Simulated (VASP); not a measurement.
Consider the following.

```xyz
1
Lattice="0.0000 2.8995 2.8995 2.8995 0.0000 2.8995 2.8995 2.8995 0.0000" Properties=species:S:1:pos:R:3 pbc="T T T"
Sr     2.8995     5.7990     2.8995
```

Computed with vdW-DF-cx, VASP's PBE PAW potentials (set 64) (plane waves; VASP 6.6.1). Settings: 520 eV cut-off, 8×8×8 Γ-centred mesh, Gaussian smearing of 0.050 eV, potentials Sr_sv.

Task: The job: Sr (fcc), 1 atom, vdW-DF-cx, static run, 520 eV, 8×8×8 Γ-centred mesh. Roughly how much core time does it take on a busy server core?

Result: About 30 core-seconds (one run on a shared machine, a rough figure). It had 29 irreducible k-points, 9 bands, up to 1363 plane waves and 14 electronic steps.

The compound is Sr in the fcc structure. This cell is one point of a volume scan, at 0.94 of the reference volume.
